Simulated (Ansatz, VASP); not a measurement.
# MoS2: VASP beside Ansatz, part 2 of 2

Aim: how closely do two programs agree when they are given the same cell, functional and k mesh? The cell is taken from a series of runs on this material, whose earlier steps may have relaxed, scaled, displaced or heated it; both programs get it as it stands.

VASP 6.6.1 and Ansatz 0.2.0.

So far: Starting point; VASP: zone-centre phonons, PBE with D3(BJ).

## (3) Ansatz: zone-centre phonons, PBE with D3(BJ)

Level of this step: Ansatz beside VASP: Kohn-Sham DFT, plane waves, PBE with D3(BJ) (Ansatz).

Ansatz runs on its PAW soft_1 files.

The same cell, functional and mesh now go to Ansatz, which takes its cutoff from its data sets.

Contents of input.yaml:

```yaml
crystal:
  lattice:
    - [3.1396151679, 0.0, 0.0]
    - [-1.569807584, 2.7189864935, 0.0]
    - [0.0, 0.0, 11.9217008723]
  atoms:
    - { symbol: S, position: [0.3333333333, 0.6666666667, 0.6185935737] }
    - { symbol: S, position: [0.6666666667, 0.3333333333, 0.1185935737] }
    - { symbol: S, position: [0.3333333333, 0.6666666667, 0.8814064263] }
    - { symbol: S, position: [0.6666666667, 0.3333333333, 0.3814064263] }
    - { symbol: Mo, position: [0.3333333333, 0.6666666667, 0.25] }
    - { symbol: Mo, position: [0.6666666667, 0.3333333333, 0.75] }
kpoints:
  mp_grid: { grid: [12, 12, 4] }
hamiltonian:
  xc: pbe
  dispersion: d3bj
  pseudopotentials: { kind: paw, azcp: { folder: soft_1 } }
scf:
  occupations: { method: fixed }
output:
  eigenvalues: true
phonons:
  method: dfpt
  dielectric: true
  rigid_motions: translations
```

Command:

```console
> ansatz run input.yaml --threads 4 --pin off --max-ram 16384MiB --backend cpu --events-out ev --progress --plain --runs-dir out
```

Numbers of over 12 decimals in the logs are rounded to 6 here.

Log:

```text
Engine: ansatz 0.2.0, aarch64-unknown-linux-gnu
Pseudopotentials: kind: paw
Pseudopotential: S, paw, valence charge 6, recommended cutoff 420 eV (normal), soft_1/S.paw.azcp
Pseudopotential: Mo, paw, valence charge 14, recommended cutoff 420 eV (normal), soft_1/Mo.paw.azcp
Functional definition: PBE
  parameter kappa = 0.804
  parameter beta = 0.066725
  exchange = pbe_x(kappa = kappa, mu = beta*pi^2/3)
  correlation = pbe_c(beta = beta)
Crystal: 6 atoms, lattice volume = 101.770 Å³
Basis set: ecut = 420 eV, 1971 PW (Γ), exchange–correlation on 48×48×160 points (8 copies of the dense FFT grid, shifted against one another)
Bands: 32, of which v1, the nominal top of the filled ones, is band 26 counted from 1 (25 counted from 0)
Symmetry: 24 space group operations
k-points: 164 of 576 (irreducible under 2 space group operations, time reversal used)
Non-local potential: S, projectors of the file, l = 0: 2, l = 1: 2, l = 2: 1
Non-local potential: Mo, projectors of the file, l = 0: 3, l = 1: 2, l = 2: 2, l = 3: 1
PAW form: soft (Blöchl's): semilocal exchange-correlation on the pseudo side does not see the compensation charge
PAW one-centre angular grid: S, 110 points (default); XC on 64 Gauss nodes
PAW one-centre angular grid: Mo, 590 points (default); XC on 64 Gauss nodes
Initial density: superposition of atomic densities (chi_scale 0.1, normalization cell, long waves kept (reshape's long-wave potential 0.06 eV rms))
Initial wavefunctions: pseudopotential atomic-orbital guess
Functional: x = pbe(κ = 0.804, μ = 0.219515), c = pbe(β = 0.066725)
SCF iter   1: F=—  HF=-13529.668585 eV  |F-HF|=—  |Δ(HF+E_count)|=         —  Δρ=6.15e-2  dr2=4.84e0  ethr=3.10e-3  ⟨swp⟩=5.2  Hψ=22679  notcnv=0  defer=452
preconditioner: auto → Resta (q_TF=auto, 2.439 Å⁻¹)  ε∞=8.1  [insulator: Δε(μ)=0.564 eV  Ē_g=8.274 eV  n_scr=26 (ndim 8)  ℏωp=22.1 eV  f_vac=0.000  ε∞_Penn≈8.1]
SCF iter   2: F=—  HF=-13528.531856 eV  |F-HF|=—  |Δ(HF+E_count)|=    1.14e0  Δρ=2.70e-2  dr2=1.73e0  ethr=3.10e-3  ⟨swp⟩=3.2  Hψ=11704  notcnv=0  defer=397
SCF iter   3: F=—  HF=-13528.236210 eV  |F-HF|=—  |Δ(HF+E_count)|=   2.96e-1  Δρ=1.52e-2  dr2=3.35e-1  ethr=3.10e-3  ⟨swp⟩=2.2  Hψ=6898  notcnv=0  defer=472
SCF iter   4: F=—  HF=-13528.158508 eV  |F-HF|=—  |Δ(HF+E_count)|=   7.77e-2  Δρ=3.04e-3  dr2=1.49e-2  ethr=6.44e-4  ⟨swp⟩=2.4  Hψ=8620  notcnv=0  defer=613
SCF iter   5: F=—  HF=-13528.160191 eV  |F-HF|=—  |Δ(HF+E_count)|=   1.68e-3  Δρ=8.47e-4  dr2=1.13e-3  ethr=2.87e-5  ⟨swp⟩=2.6  Hψ=8638  notcnv=0  defer=650
SCF iter   6: F=—  HF=-13528.160692 eV  |F-HF|=—  |Δ(HF+E_count)|=   5.01e-4  Δρ=3.24e-4  dr2=1.23e-4  ethr=2.17e-6  ⟨swp⟩=2.2  Hψ=9067  notcnv=0  defer=654
SCF iter   7: F=—  HF=-13528.160709 eV  |F-HF|=—  |Δ(HF+E_count)|=   1.74e-5  Δρ=4.71e-5  dr2=2.79e-6  ethr=2.37e-7  ⟨swp⟩=2.0  Hψ=7578  notcnv=0  defer=585
SCF iter   8: F=—  HF=-13528.160715 eV  |F-HF|=—  |Δ(HF+E_count)|=   5.94e-6  Δρ=1.31e-5  dr2=1.92e-7  ethr=5.36e-9  ⟨swp⟩=3.4  Hψ=12661  notcnv=0  defer=456
SCF iter   9: F=—  HF=-13528.160715 eV  |F-HF|=—  |Δ(HF+E_count)|=   9.96e-8  Δρ=2.05e-6  dr2=4.22e-9  ethr=3.70e-10  ⟨swp⟩=2.0  Hψ=7885  notcnv=0  defer=459
SCF iter  10: F=—  HF=-13528.160715 eV  |F-HF|=—  |Δ(HF+E_count)|=   5.19e-9  Δρ=5.76e-7  dr2=4.60e-10  ethr=8.12e-12  ⟨swp⟩=3.5  Hψ=12136  notcnv=0  defer=459
SCF iter  11: F=-13528.160715 eV  HF=-13528.160715 eV  |F-HF|=5.46e-12  |Δ(HF+E_count)|=  3.64e-11  Δρ=1.34e-7  dr2=2.33e-11  ethr=1.00e-12  ⟨swp⟩=15.6  Hψ=38851  notcnv=0
SCF 1 converged in 11 iterations: F = -13528.160715 eV  dr2 = 2.33e-11
  greatest PAW one-centre occupation: 0.999 electrons in one spin orbital (limit 2), on the Mo atom at site 5 (counted from 0), in its partial waves of l = 0
DFPT response loops at Γ: preconditioner auto → Resta (q_TF=auto, 2.439 Å⁻¹)  ε∞=9.2 (no band partly filled); β = 1.00, the filter's whole step (`scf.mixing.beta` (0.50) is not read by the response loops at its default; to damp them type it under 1.00, their step now; it binds the ground state too); Broyden in place of MSR1
── the response to a field inside a basis, on 12×12×4 k-points: an SCF that follows is theirs, and a resumed run solves both again ──
Bands: 27, of which v1, the nominal top of the filled ones, is band 26 counted from 1 (25 counted from 0)
k-points: 84 of 576 (irreducible under 8 space group operations)
Initial density: handed on by an earlier stage of this run
Initial wavefunctions: pseudopotential atomic-orbital guess (no wavefunctions were taken with the density)
Eigensolver: Dense (84 Hₖ)
SCF iter   1: F=—  HF=-13528.106407 eV  |F-HF|=—  |Δ(HF+E_count)|=         —  Δρ=2.38e-4  dr2=1.26e-5  ethr=1.00e-1
preconditioner: auto → Resta (q_TF=auto, 2.439 Å⁻¹)  ε∞=10.5  [insulator: Δε(μ)=0.815 eV  Ē_g=7.176 eV  n_scr=26 (ndim 8)  ℏωp=22.1 eV  f_vac=0.006  ε∞_Penn≈10.5]
SCF iter   2: F=—  HF=-13528.106416 eV  |F-HF|=—  |Δ(HF+E_count)|=   9.00e-6  Δρ=1.30e-4  dr2=4.13e-6  ethr=2.42e-8
SCF iter   3: F=—  HF=-13528.106420 eV  |F-HF|=—  |Δ(HF+E_count)|=   4.01e-6  Δρ=9.04e-6  dr2=1.27e-7  ethr=7.94e-9
SCF iter   4: F=-13528.106420 eV  HF=-13528.106420 eV  |F-HF|=4.42e-8  |Δ(HF+E_count)|=   1.35e-8  Δρ=6.21e-6  dr2=6.25e-8  ethr=2.44e-10
SCF 1 converged in 4 iterations: F = -13528.106420 eV  dr2 = 6.25e-8
DFPT response loops at Γ: preconditioner auto → Resta (q_TF=auto, 2.439 Å⁻¹)  ε∞=8.6 (no band partly filled); β = 1.00, the filter's whole step (`scf.mixing.beta` (0.50) is not read by the response loops at its default; to damp them type it under 1.00, their step now; it binds the ground state too); Broyden in place of MSR1
SCF converged after 11 iterations
Free energy (F): -13528.160715 eV
Harris-Foulkes:  -13528.160715 eV  (|F-HF|=5.46e-12)
Internal energy: -13528.160715 eV  (E = F + TS)
E sigma→0 (E₀):  -13528.160715 eV
Fermi energy:    11.857502 eV
--- Per-component energies (eV) ---
  E_band       = -269.987231
  E_kinetic    = 1272.128423
  E_local      = -3636.161769  (includes V_loc(G=0)·N_el)
  E_nonlocal   = 434.034736
  E_hartree    = 1395.418467
  E_xc         = -710.386884
  E_vxc        = -773.541549  (∫ρ·V_xc dr)
  E_paw        = -8857.407047  (= ΣΔE_a)
  E_vpaw       = -357.284052  (= ΣTr[D̂ρ^β])
  E_aug_tail   = 0.000088  (compensation charges beyond the density's cutoff)
  E_ewald      = -3423.105084
  E_disp       = -2.681646  (pairwise vdW)
  E_smearing   = -0.000000  (= −TS)
  E_closure    = 0.000000  (closes the sum)
  Σ components = -13528.160715   (vs F -13528.160715, Δ=0.00e0)
--- Band table (eV; the first three rows and the last of 164) ---
  k-point 0: bands = [... 22 lower, 9.6584, 10.4774, 10.8214, 11.8575, 13.9009, 13.9009, 13.9432, 13.9432, ... 2 higher]
  k-point 1: bands = [... 22 lower, 9.6475, 9.9016, 11.2351, 11.7961, 13.8998, 13.8998, 13.9188, 13.9188, ... 2 higher]
  k-point 2: bands = [... 22 lower, 9.6212, 9.6212, 11.5978, 11.5978, 13.9017, 13.9017, 13.9017, 13.9017, ... 2 higher]
  k-point 163: bands = [... 22 lower, 9.3425, 9.3425, 10.5540, 10.5540, 13.2594, 13.2594, 13.8995, 13.8995, ... 2 higher]
--- Phonons (Γ-DFPT): 4 representative perturbations + reference, on 164 of 576 k-points (Σ response iterations 12) ---
  k mesh reduced under 2 symmetry operations, with k and −k counted as one. Each operation leaves every solved perturbation unchanged. A smaller set is not considered because the run solves the response to a homogeneous field
  ASR residual: 9.983e-5 → 0.000e0 eV/Å²; symmetrization residual: 6.947e-6 eV/Å²
  pairwise dispersion correction: d3bj (s6 = 1.0, s8 = 0.7875, a1 = 0.4289, a2_bohr = 4.4407), with the weights of each atom's references fixed at the reference crystal's, and the forces and stress that the weights' published response gives there kept as a pressure on the atom's counted neighbours (hamiltonian.dispersion)
  ASR residual per site (eV/Å²): 3.28e-5 3.28e-5 3.28e-5 3.28e-5 9.98e-5 9.98e-5
  Γ frequencies (cm⁻¹): 0.00 0.00 0.00 40.11 40.11 71.52 282.81 282.81 286.77 286.77 382.00 382.00 382.43 382.43 403.35 414.44 465.39 472.12
  ε∞ (high-frequency dielectric tensor):
       15.770398     0.000000     0.000000
        0.000000    15.770398     0.000000
        0.000000     0.000000     7.714860
  ε⁰ (static dielectric tensor: ions relaxed, cell fixed):
       15.956478     0.000000     0.000000
        0.000000    15.956478     0.000000
        0.000000     0.000000     7.789938
  ε⁰ − ε∞ (ionic part):
        0.186080    -0.000000     0.000000
       -0.000000     0.186080     0.000000
        0.000000     0.000000     0.075078
  softest optical mode at Γ: 40.11 cm⁻¹; the repairs (sum rule, projections) moved no ω² at Γ by more than (1.16 cm⁻¹)²
  Born effective charges Z* (e; rows j = field, columns β = displacement):
    site 0:
         0.52002    0.00000    0.00000
         0.00000    0.52002   -0.00000
         0.00000    0.00000    0.40197
    site 1:
         0.52002    0.00000    0.00000
         0.00000    0.52002    0.00000
         0.00000   -0.00000    0.40197
    site 2:
         0.52002    0.00000    0.00000
         0.00000    0.52002    0.00000
         0.00000   -0.00000    0.40197
    site 3:
         0.52002    0.00000    0.00000
         0.00000    0.52002   -0.00000
         0.00000    0.00000    0.40197
    site 4:
        -1.04004   -0.00000   -0.00000
        -0.00000   -1.04004    0.00000
        -0.00000    0.00000   -0.80394
    site 5:
[...]
Z* charge neutrality: 4.678e-3 e pre-enforcement
  solved inside a basis spanned on kpoints, on 12×12×4 k-points, its susceptibility summed on 16×16×4: ε∞ is read to err by 7.4e-2, Z* by 1.6e-2 e (field_mesh: kpoints solves on kpoints); Z* is corrected for what the basis lacks
  optical modes at Γ without the LO–TO term, one row a degenerate level:
      ω (cm⁻¹)  modes    IR ((D/Å)²/amu)
[...]
optical modes at Γ + LO–TO along q̂ = [1.0000, 0.0000, 0.0000]:
      ω (cm⁻¹)  modes    IR ((D/Å)²/amu)
[...]
optical modes at Γ + LO–TO along q̂ = [0.0000, 1.0000, 0.0000]:
      ω (cm⁻¹)  modes    IR ((D/Å)²/amu)
[...]
optical modes at Γ + LO–TO along q̂ = [0.0000, 0.0000, 1.0000]:
      ω (cm⁻¹)  modes    IR ((D/Å)²/amu)
[...]
282.81      2             0.0000
        286.77      2             0.0000
        382.00      2             0.0000
        382.43      2             2.5971
        403.35      1             0.0000
        414.44      1             0.0000
        467.65      1             0.7759
        472.12      1             0.0000
```

## (4) Comparison

Known differences besides the potentials themselves: fixed occupations in Ansatz, narrow Gaussian smearing in VASP; the cutoff is 420 eV in Ansatz and 500 eV in VASP; Ansatz takes the dispersion share of the force constants at frozen C6 weights, VASP differentiates the full forces; VASP uses finite displacements, Ansatz perturbation theory. Total energies have different zeros and are not compared.

Compared:

```tsv
quantity	Ansatz	VASP	difference
optical mode 1 to 2 (cm⁻¹)	40.1	40.1	0.0
optical mode 3 (cm⁻¹)	71.5	72.1	-0.81 %
optical mode 4 to 5 (cm⁻¹)	282.8	282.2	+0.22 %
optical mode 6 to 7 (cm⁻¹)	286.8	286.2	+0.20 %
optical mode 8 to 9 (cm⁻¹)	382.0	381.4	+0.16 %
optical mode 10 to 11 (cm⁻¹)	382.4	381.8	+0.16 %
optical mode 12 (cm⁻¹)	403.4	402.4	+0.23 %
optical mode 13 (cm⁻¹)	414.4	413.7	+0.19 %
optical mode 14 (cm⁻¹)	465.4	465.0	+0.08 %
optical mode 15 (cm⁻¹)	472.1	471.6	+0.11 %
```

Modes are paired by rising frequency, not by their patterns, so a pair may set unlike modes beside each other; they are those without the splitting of longitudinal modes.

## (5) What came out

```yaml
r_m_s_difference_of_the_optical_zone_centre_modes_each_program_s_sorted_by_frequency_zone_centre_phonons_pbe_with_d3_bj: 0.58 cm⁻¹
difference_in_optical_mode_3_zone_centre_phonons_pbe_with_d3_bj: -0.8 %
```

**Reading.** The r.m.s. difference of the optical zone-centre modes, each program's sorted by frequency is 0.58 cm⁻¹ (zone-centre phonons, PBE with D3(BJ)). Among the rows given in per cent, the largest difference of the zone-centre phonons, PBE with D3(BJ) pair is in optical mode 3, -0.8 %. How closely two codes agree says nothing of how well the functional describes the real material.

[Lines on the potential files, build, host, timing and source positions are cut from VASP's logs without a mark.]

[Logs are printed without paths, hosts, clocks, repeated set-up lines and the standing remarks that a program may print on its own settings, such as how far it seeks lower states.]

[Hosts, paths, dates, database ids (printed as entryN), source tags and the programs' standing remarks are cut or masked in the printed files.]
